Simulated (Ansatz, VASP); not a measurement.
# Cross-check of Al2O3 (Corundum) between VASP and Ansatz, part 3 of 3

Wanted: the spread between two codes on one cell, functional and k mesh. The cell is taken from a series of runs on this material, whose earlier steps may have relaxed, scaled, displaced or heated it; both programs get it as it stands.

VASP 6.6.1 and Ansatz 0.2.0.

So far: Starting point; Ansatz: zone-centre phonons, LDA; VASP: zone-centre phonons, LDA.

### Step 3. VASP: zone-centre phonons, LDA (continued)

Level of this step: LDA; plane waves and PAW (O, Al) (VASP).

Numbers of over 12 decimals in the logs are rounded to 6 here.

From OUTCAR (step 3):

```text
ion  position               nearest neighbor table
   1  0.556  0.944  0.250-   9 1.84  10 1.84   7 1.95   8 1.95
   2  0.250  0.556  0.944-  10 1.84   9 1.84   7 1.95   8 1.95
   3  0.944  0.250  0.556-   9 1.84  10 1.84   7 1.95   8 1.95
   4  0.444  0.056  0.750-   7 1.84   8 1.84   9 1.95  10 1.95
   5  0.750  0.444  0.056-   8 1.84   7 1.84   9 1.95  10 1.95
   6  0.056  0.750  0.444-   7 1.84   8 1.84   9 1.95  10 1.95
   7  0.352  0.352  0.352-   6 1.84   4 1.84   5 1.84   1 1.95   3 1.95   2 1.95   8 2.63   9 2.77
                             9 2.77   9 2.77   8 3.20   8 3.20   8 3.20
   8  0.148  0.148  0.148-   5 1.84   4 1.84   6 1.84   1 1.95   3 1.95   2 1.95   7 2.63  10 2.77
                            10 2.77  10 2.77   7 3.20   7 3.20   7 3.20
   9  0.648  0.648  0.648-   3 1.84   1 1.84   2 1.84   4 1.95   5 1.95   6 1.95  10 2.63   7 2.77
                             7 2.77   7 2.77  10 3.20  10 3.20  10 3.20
  10  0.852  0.852  0.852-   2 1.84   1 1.84   3 1.84   4 1.95   5 1.95   6 1.95   9 2.63   8 2.77
                             8 2.77   8 2.77   9 3.20   9 3.20   9 3.20

  LATTYP: Found a trigonal (rhomboedric) cell.
 ALAT       =     5.0906858992
 COS(alpha) =     0.5685824940

 Subroutine GETGRP returns: Found 12 space group operations
 (whereof  6 operations were pure point group operations)

The static configuration has the point symmetry S_6 .
 The point group associated with its full space group is D_3d.

 Found     32 irreducible k-points:

   k-points           NKPTS =     32   k-points in BZ     NKDIM =     32   number of bands    NBANDS=     34

   dimension x,y,z NGX =    42 NGY =   42 NGZ =   42
   dimension x,y,z NGXF=    84 NGYF=   84 NGZF=   84

   ENCUT  =  600.0 eV  44.10 Ry    6.64 a.u.  10.17 10.17 10.17*2*pi/ulx,y,z

   NELECT =      48.0000    total number of electrons

 k-points in reciprocal lattice and weights: Automatic mesh
   0.00000000  0.00000000  0.00000000       0.005
   0.16666667  0.00000000  0.00000000       0.028
   0.33333333  0.00000000  0.00000000       0.028
   0.50000000 -0.00000000  0.00000000       0.014
   0.16666667  0.16666667  0.00000000       0.028
   0.33333333  0.16666667  0.00000000       0.056
   0.50000000  0.16666667  0.00000000       0.056
  -0.33333333  0.16666667 -0.00000000       0.056
  -0.16666667  0.16666667  0.00000000       0.028
[...]
-0.33333333  0.50000000  0.33333333       0.028
   0.50000000  0.50000000  0.50000000       0.005

 average (electrostatic) potential at core
       1 -67.9973       2 -67.9973       3 -67.9973       4 -67.9973       5 -67.9973
       6 -67.9973       7 -69.3777       8 -69.3777       9 -69.3777      10 -69.3777

   2 f  =   22.745847 THz   142.916369 2PiTHz  758.719776 cm-1    94.069221 meV
             X         Y         Z           dx          dy          dz
     -0.918166  1.365053  7.519219     0.179633   -0.000026    0.000022
     -0.723088 -1.477682  7.519219    -0.260434   -0.254061   -0.292441
      1.641254  0.112629  7.519219    -0.260401    0.254065    0.292419
      0.918166 -1.365053  5.370871    -0.179633    0.000026   -0.000022
      0.723088  1.477682  5.370871     0.260434    0.254061    0.292441
     -1.641254 -0.112629  5.370871     0.260401   -0.254065   -0.292419
      0.000000  0.000000  4.537058    -0.082379   -0.095911   -0.000000
      0.000000  0.000000  1.907987    -0.082392    0.095901    0.000000
      0.000000  0.000000  8.353032     0.082379    0.095911    0.000000
      0.000000  0.000000 10.982103     0.082392   -0.095901   -0.000000

   3 f  =   22.649969 THz   142.313951 2PiTHz  755.521635 cm-1    93.672702 meV
             X         Y         Z           dx          dy          dz
     -0.918166  1.365053  7.519219     0.000000   -0.233224    0.331036
     -0.723088 -1.477682  7.519219     0.201978    0.116612    0.331036
      1.641254  0.112629  7.519219    -0.201978    0.116612    0.331036
      0.918166 -1.365053  5.370871    -0.000000    0.233224   -0.331036
      0.723088  1.477682  5.370871    -0.201978   -0.116612   -0.331036
     -1.641254 -0.112629  5.370871     0.201978   -0.116612   -0.331036
      0.000000  0.000000  4.537058    -0.000000    0.000000    0.063503
      0.000000  0.000000  1.907987     0.000000    0.000000    0.063503
      0.000000  0.000000  8.353032     0.000000   -0.000000   -0.063503
      0.000000  0.000000 10.982103    -0.000000   -0.000000   -0.063503

   4 f  =   20.804477 THz   130.718382 2PiTHz  693.962645 cm-1    86.040364 meV
             X         Y         Z           dx          dy          dz
     -0.918166  1.365053  7.519219     0.380059    0.000000   -0.000000
     -0.723088 -1.477682  7.519219    -0.190030    0.329141    0.000000
      1.641254  0.112629  7.519219    -0.190030   -0.329141   -0.000000
      0.918166 -1.365053  5.370871     0.380059    0.000000   -0.000000
      0.723088  1.477682  5.370871    -0.190030    0.329141    0.000000
     -1.641254 -0.112629  5.370871    -0.190030   -0.329141   -0.000000
      0.000000  0.000000  4.537058    -0.000000   -0.000000   -0.182572
      0.000000  0.000000  1.907987    -0.000000    0.000000    0.182572
      0.000000  0.000000  8.353032    -0.000000   -0.000000   -0.182572
      0.000000  0.000000 10.982103    -0.000000    0.000000    0.182572

   5 f  =   19.460128 THz   122.271590 2PiTHz  649.119995 cm-1    80.480586 meV
             X         Y         Z           dx          dy          dz
     -0.918166  1.365053  7.519219     0.398663   -0.000000   -0.000000
     -0.723088 -1.477682  7.519219    -0.199332    0.345252   -0.000000
      1.641254  0.112629  7.519219    -0.199332   -0.345252    0.000000
      0.918166 -1.365053  5.370871    -0.398663   -0.000000    0.000000
      0.723088  1.477682  5.370871     0.199332   -0.345252    0.000000
     -1.641254 -0.112629  5.370871     0.199332    0.345252   -0.000000
      0.000000  0.000000  4.537058    -0.000000   -0.000000    0.107711
      0.000000  0.000000  1.907987    -0.000000    0.000000   -0.107711
      0.000000  0.000000  8.353032     0.000000    0.000000   -0.107711
      0.000000  0.000000 10.982103     0.000000   -0.000000    0.107711

   6 f  =   19.141927 THz   120.272277 2PiTHz  638.505967 cm-1    79.164615 meV
             X         Y         Z           dx          dy          dz
     -0.918166  1.365053  7.519219    -0.000037    0.466088   -0.072042
     -0.723088 -1.477682  7.519219     0.322309   -0.092059    0.036030
      1.641254  0.112629  7.519219    -0.322234   -0.092145    0.036013
      0.918166 -1.365053  5.370871    -0.000037    0.466088   -0.072042
      0.723088  1.477682  5.370871     0.322309   -0.092059    0.036030
     -1.641254 -0.112629  5.370871    -0.322234   -0.092145    0.036013
      0.000000  0.000000  4.537058     0.115564   -0.108590    0.000000
      0.000000  0.000000  1.907987    -0.115593   -0.108559    0.000000
      0.000000  0.000000  8.353032     0.115564   -0.108590    0.000000
      0.000000  0.000000 10.982103    -0.115593   -0.108559    0.000000

   7 f  =   19.141927 THz   120.272277 2PiTHz  638.505967 cm-1    79.164615 meV
             X         Y         Z           dx          dy          dz
     -0.918166  1.365053  7.519219     0.278166    0.000062   -0.000010
     -0.723088 -1.477682  7.519219    -0.279982   -0.322284   -0.062386
      1.641254  0.112629  7.519219    -0.280068    0.322259    0.062395
      0.918166 -1.365053  5.370871     0.278166    0.000062   -0.000010
      0.723088  1.477682  5.370871    -0.279982   -0.322284   -0.062386
     -1.641254 -0.112629  5.370871    -0.280068    0.322259    0.062395
      0.000000  0.000000  4.537058     0.108590    0.115564   -0.000000
      0.000000  0.000000  1.907987     0.108559   -0.115593    0.000000
      0.000000  0.000000  8.353032     0.108590    0.115564   -0.000000
      0.000000  0.000000 10.982103     0.108559   -0.115593    0.000000

   8 f  =   18.130943 THz   113.920073 2PiTHz  604.783150 cm-1    74.983520 meV
             X         Y         Z           dx          dy          dz
     -0.918166  1.365053  7.519219     0.149069   -0.000000    0.000000
     -0.723088 -1.477682  7.519219    -0.074535    0.129098   -0.000000
      1.641254  0.112629  7.519219    -0.074535   -0.129098    0.000000
      0.918166 -1.365053  5.370871     0.149069    0.000000   -0.000000
      0.723088  1.477682  5.370871    -0.074535    0.129098   -0.000000
     -1.641254 -0.112629  5.370871    -0.074535   -0.129098    0.000000
      0.000000  0.000000  4.537058     0.000000    0.000000    0.465475
      0.000000  0.000000  1.907987     0.000000   -0.000000   -0.465475
      0.000000  0.000000  8.353032     0.000000    0.000000    0.465475
      0.000000  0.000000 10.982103     0.000000   -0.000000   -0.465475

   9 f  =   17.868142 THz   112.268847 2PiTHz  596.017060 cm-1    73.896664 meV
             X         Y         Z           dx          dy          dz
     -0.918166  1.365053  7.519219    -0.000000    0.340017   -0.164388
     -0.723088 -1.477682  7.519219    -0.294463   -0.170008   -0.164388
      1.641254  0.112629  7.519219     0.294463   -0.170008   -0.164388
      0.918166 -1.365053  5.370871    -0.000000    0.340017   -0.164388
      0.723088  1.477682  5.370871    -0.294463   -0.170008   -0.164388
     -1.641254 -0.112629  5.370871     0.294463   -0.170008   -0.164388
      0.000000  0.000000  4.537058    -0.000000    0.000000    0.189863
      0.000000  0.000000  1.907987     0.000000    0.000000    0.189863
      0.000000  0.000000  8.353032    -0.000000    0.000000    0.189863
      0.000000  0.000000 10.982103     0.000000    0.000000    0.189863
    [... 271 further lines ...]
      0.000000  0.000000  8.353032    -0.292635   -0.216021   -0.000000
      0.000000  0.000000 10.982103    -0.292635   -0.216022   -0.000000

 MACROSCOPIC STATIC DIELECTRIC TENSOR IONIC CONTRIBUTION
 ------------------------------------------------------
           5.826302     0.000000    -0.000000
           0.000000     5.826302    -0.000000
           0.000000    -0.000000     7.704017
 ------------------------------------------------------

 ELASTIC MODULI CONTR FROM IONIC RELAXATION (kBar)
 Direction    XX          YY          ZZ          XY          YZ          ZX
 --------------------------------------------------------------------------------
 XX        -412.7423    178.2928    154.5166     -0.0000    114.5465     -0.0000
 YY         178.2928   -412.7423    154.5166      0.0000   -114.5465      0.0000
 ZZ         154.5166    154.5166   -233.2627      0.0000      0.0000      0.0000
 XY          -0.0000      0.0000      0.0000   -295.5289      0.0000    113.0744
 YZ         114.5465   -114.5465      0.0000      0.0000   -153.6609      0.0000
 ZX          -0.0000      0.0000      0.0000    113.0744      0.0000   -152.0902
 --------------------------------------------------------------------------------

 PIEZOELECTRIC TENSOR IONIC CONTR  for field in x, y, z        (C/m^2)
          XX          YY          ZZ          XY          YZ          ZX
  --------------------------------------------------------------------------------
  x     0.00000    -0.00000     0.00000    -0.00000     0.00000    -0.00000
  y     0.00000    -0.00000     0.00000     0.00000     0.00000    -0.00000
  z    -0.00000    -0.00000     0.00000     0.00000    -0.00000     0.00000
```

### Step 4. Differences

Known differences besides the potentials themselves: the two LDA forms differ slightly; fixed occupations in Ansatz, narrow Gaussian smearing in VASP; the cutoff is 420 eV in Ansatz and 600 eV in VASP; VASP's log shows a relativistic correction to its local exchange, Ansatz's none. Total energies have different zeros and are not compared.

The two programs side by side:

```
                                     quantity  Ansatz   VASP  difference
                                        ε∞ xx    3.25   3.23     +0.51 %
                                        ε∞ yy    3.25   3.23     +0.51 %
                                        ε∞ zz    3.21   3.19     +0.53 %
 Born charge of O1 (mean of the diagonal) (e)   -1.97  -1.95       -0.01
Born charge of Al7 (mean of the diagonal) (e)    2.95   2.93       +0.02
                        optical mode 1 (cm⁻¹)   310.3  314.8     -1.41 %
                   optical mode 2 to 3 (cm⁻¹)   373.2  375.2     -0.53 %
                   optical mode 4 to 5 (cm⁻¹)   388.8  392.2     -0.87 %
                        optical mode 6 (cm⁻¹)   395.9  398.8     -0.73 %
                        optical mode 7 (cm⁻¹)   418.6  421.8     -0.76 %
                   optical mode 8 to 9 (cm⁻¹)   434.6  439.2     -1.05 %
                 optical mode 10 to 11 (cm⁻¹)   438.3  442.3     -0.91 %
                 optical mode 12 to 13 (cm⁻¹)   445.3  448.9     -0.81 %
                       optical mode 14 (cm⁻¹)   526.2  528.9     -0.52 %
                 optical mode 15 to 16 (cm⁻¹)   576.2  580.0     -0.66 %
                 optical mode 17 to 18 (cm⁻¹)   576.5  583.7     -1.23 %
                       optical mode 19 (cm⁻¹)   587.4  596.0     -1.45 %
                       optical mode 20 (cm⁻¹)   602.9  604.8     -0.32 %
                 optical mode 21 to 22 (cm⁻¹)   631.6  638.5     -1.07 %
                       optical mode 23 (cm⁻¹)   643.0  649.1     -0.94 %
                       optical mode 24 (cm⁻¹)   690.5  694.0     -0.49 %
                       optical mode 25 (cm⁻¹)   750.0  755.5     -0.73 %
                 optical mode 26 to 27 (cm⁻¹)   750.7  758.7     -1.06 %
```

Modes are paired by rising frequency, not by their patterns, so a pair may set unlike modes beside each other; they are those without the splitting of longitudinal modes.

### Step 5. Results

| Property | Result |
| --- | --- |
| r.m.s. difference of the optical zone-centre modes, each program's sorted by frequency (zone-centre phonons, LDA) | 5.1 cm⁻¹ |
| difference in optical mode 19 (zone-centre phonons, LDA) | -1.5 % |

The r.m.s. difference of the optical zone-centre modes, each program's sorted by frequency is 5.1 cm⁻¹ (zone-centre phonons, LDA). Among the rows given in per cent, the largest difference of the zone-centre phonons, LDA pair is in optical mode 19, -1.5 %. How closely two codes agree says nothing of how well the functional describes the real material.

[Lines on the potential files, build, host, timing and source positions are cut from VASP's logs without a mark.]

[Logs are printed without paths, hosts, clocks, repeated set-up lines and the standing remarks that a program may print on its own settings, such as how far it seeks lower states.]

[Hosts, paths, dates, database ids (printed as entryN), source tags and the programs' standing remarks are cut or masked in the printed files.]
